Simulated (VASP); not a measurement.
Output of a VASP run:

**OUTCAR**
```
 ion  position               nearest neighbor table
   1  0.000  0.000  0.000-   2 2.62   2 2.62   2 2.62   2 2.62   2 2.62   2 2.62
   2  0.500  0.500  0.500-   1 2.62   1 2.62   1 2.62   1 2.62   1 2.62   1 2.62
  LATTYP: Found a face centered cubic cell.
 ALAT       =     5.2408099072
 Subroutine PRICEL returns:
 Original cell was already a primitive cell.
 Subroutine GETGRP returns: Found 48 space group operations
The static configuration has the point symmetry O_h .
The dynamic configuration has the point symmetry O_h .
 Subroutine INISYM returns: Found 48 space group operations
 Subroutine IBZKPT returns following result:
 Found     35 irreducible k-points:

 Following reciprocal coordinates:
            Coordinates               Weight
  0.000000  0.000000  0.000000      1.000000
  0.111111  0.000000  0.000000      8.000000
  0.222222  0.000000  0.000000      8.000000
  0.333333  0.000000  0.000000      8.000000
  0.444444  0.000000  0.000000      8.000000
  0.111111  0.111111  0.000000      6.000000
  0.222222  0.111111  0.000000     24.000000
  0.333333  0.111111  0.000000     24.000000
  0.444444  0.111111  0.000000     24.000000
 -0.444444  0.111111  0.000000     24.000000
 -0.333333  0.111111  0.000000     24.000000
 -0.222222  0.111111  0.000000     24.000000
 -0.111111  0.111111  0.000000     12.000000
  0.222222  0.222222  0.000000      6.000000
  0.333333  0.222222  0.000000     24.000000
  0.444444  0.222222  0.000000     24.000000
 -0.444444  0.222222  0.000000     24.000000
 -0.333333  0.222222  0.000000     24.000000
 -0.222222  0.222222  0.000000     12.000000
  0.333333  0.333333  0.000000      6.000000
  0.444444  0.333333  0.000000     24.000000
 -0.444444  0.333333  0.000000     24.000000
 -0.333333  0.333333  0.000000     12.000000
  0.444444  0.444444  0.000000      6.000000
 -0.444444  0.444444  0.000000     12.000000
  0.333333  0.222222  0.111111     24.000000
  0.444444  0.222222  0.111111     48.000000
 -0.444444  0.222222  0.111111     48.000000
  0.444444  0.333333  0.111111     24.000000
 -0.444444  0.333333  0.111111     48.000000
 -0.333333  0.333333  0.111111     48.000000
 -0.222222  0.333333  0.111111     24.000000
 -0.444444  0.444444  0.111111     24.000000
 -0.333333  0.444444  0.111111     24.000000
 -0.333333  0.444444  0.222222     24.000000
   k-points           NKPTS =     35   k-points in BZ     NKDIM =     35   number of bands    NBANDS=      9
   number of dos      NEDOS =    301   number of ions     NIONS =      2
   total plane-waves  NPLWV =  21952
   dimension x,y,z NGX =    28 NGY =   28 NGZ =   28
   dimension x,y,z NGXF=    56 NGYF=   56 NGZF=   56
   ions per type =               1   1
   PREC   = accura    normal or accurate (medium, high low for compatibility)
   ISTART =      0    job   : 0-new  1-cont  2-samecut
   ICHARG =      2    charge: 1-file 2-atom 10-const
   ISPIN  =      1    spin polarized calculation?
   LNONCOLLINEAR =      F non collinear calculations
   LSORBIT =      F    spin-orbit coupling
   INIWAV =      1    electr: 0-lowe 1-rand  2-diag
   ENCUT  =  520.0 eV  38.22 Ry    6.18 a.u.   6.89  6.89  6.89*2*pi/ulx,y,z
   NELM   =    100;   NELMIN=  2; NELMDL= -5     # of ELM steps
   EDIFF  = 0.1E-06   stopping-criterion for ELM
   LREAL  =      F    real-space projection
   NLSPLINE    = F    spline interpolate recip. space projectors
   LMAXMIX     =    2 max onsite mixed and CHGCAR
   VOSKOWN=      0    Vosko Wilk Nusair interpolation
   EDIFFG = 0.1E-05   stopping-criterion for IOM
   NSW    =      0    number of steps for IOM
   NBLOCK =      1;   KBLOCK =      1    inner block; outer block
   IBRION =     -1    ionic relax: 0-MD 1-quasi-New 2-CG
   NFREE  =      0    steps in history (QN), initial steepest desc. (CG)
   ISIF   =      2    stress and relaxation
   ISYM   =      2    0-nonsym 1-usesym 2-fastsym
   TEIN   =    0.0    initial temperature
   TEBEG  =    0.0;   TEEND  =   0.0 temperature during run
...
```

**OSZICAR**
```
       N       E                     dE             d eps       ncg     rms          rms(c)
DAV:   1     0.430345892644E+02    0.43035E+02   -0.41559E+03   630   0.102E+03
DAV:   2    -0.537333071417E+01   -0.48408E+02   -0.46297E+02   830   0.162E+02
DAV:   3    -0.747572372242E+01   -0.21024E+01   -0.20995E+01   776   0.404E+01
DAV:   4    -0.751321850647E+01   -0.37495E-01   -0.37471E-01   975   0.567E+00
DAV:   5    -0.751366560257E+01   -0.44710E-03   -0.44707E-03   862   0.496E-01    0.222E+00
DAV:   6    -0.742767162796E+01    0.85994E-01   -0.21241E-01   680   0.261E+00    0.158E+00
DAV:   7    -0.742856401390E+01   -0.89239E-03   -0.60230E-02   919   0.156E+00    0.896E-01
DAV:   8    -0.743302608978E+01   -0.44621E-02   -0.84774E-03   719   0.807E-01    0.144E-01
DAV:   9    -0.743301158301E+01    0.14507E-04   -0.34411E-04   871   0.163E-01    0.492E-02
DAV:  10    -0.743307456776E+01   -0.62985E-04   -0.11052E-04   711   0.941E-02    0.255E-02
DAV:  11    -0.743308126000E+01   -0.66922E-05   -0.60812E-06   927   0.234E-02    0.263E-03
DAV:  12    -0.743308282388E+01   -0.15639E-05   -0.44146E-07   728   0.614E-03    0.316E-03
DAV:  13    -0.743308234523E+01    0.47865E-06   -0.13420E-07   657   0.303E-03    0.401E-04
DAV:  14    -0.743308225547E+01    0.89762E-07   -0.77191E-09   346   0.900E-04
   1 F= -.74330823E+01 E0= -.74330823E+01  d E =-.131956E-17
```

OUTCAR:
```
------------------------ aborting loop because EDIFF is reached ----------------------------------------
  FORCE on cell =-STRESS in cart. coord.  units (eV):
  Direction    XX          YY          ZZ          XY          YZ          ZX
  --------------------------------------------------------------------------------------
  Total       -0.3717250     -0.3717250     -0.3717250     -0.0000000      0.0000000      0.0000000
  in kB      -16.5499678    -16.5499678    -16.5499678     -0.0000000      0.0000000      0.0000000
  external PRESSURE =     -16.5499678 kB  Pullay stress =       0.0000000 kB
  volume of cell :       35.99
      direct lattice vectors                 reciprocal lattice vectors
     0.000000000  2.620404954  2.620404954    -0.190810203  0.190810203  0.190810203
     2.620404954  0.000000000  2.620404954     0.190810203 -0.190810203  0.190810203
     2.620404954  2.620404954  0.000000000     0.190810203  0.190810203 -0.190810203
  FREE ENERGIE OF THE ION-ELECTRON SYSTEM (eV)
  ---------------------------------------------------
  free  energy   TOTEN  =        -7.4330822555 eV

  energy  without entropy=       -7.4330822555  energy(sigma->0) =       -7.43308226
```
(Selected blocks of OUTCAR.)

### POSCAR
```
LiCl
1
    0.0000000000     2.6204049536     2.6204049536
    2.6204049536     0.0000000000     2.6204049536
    2.6204049536     2.6204049536     0.0000000000
Li Cl
1 1
Direct
  0.0000000000   0.0000000000   0.0000000000
  0.5000000000   0.5000000000   0.5000000000
```

Problem. Reconstruct the remaining input files.

Solution. One answer among several that fit: the input of the run itself, PW91 GGA, plane waves, VASP's PBE PAW potentials (set 64).

### INCAR
```
SYSTEM = LiCl
PREC = Accurate; ENCUT = 520; LREAL = .FALSE.
LASPH = .TRUE.
EDIFF = 1E-7; NELM = 100; ALGO = Normal
ISMEAR = 0; SIGMA = 0.05
GGA = 91
ISIF = 2
LWAVE = .FALSE.; LCHARG = .FALSE.
```

**KPOINTS**
```
Automatic mesh
0
Gamma
9 9 9
0 0 0
```

POTCAR, in this order: Li_sv Cl (PBE.64 set). Program: vasp_std.

The compound is LiCl in the rock salt structure. This cell is one point of a volume scan, at 1.06 of the reference volume.
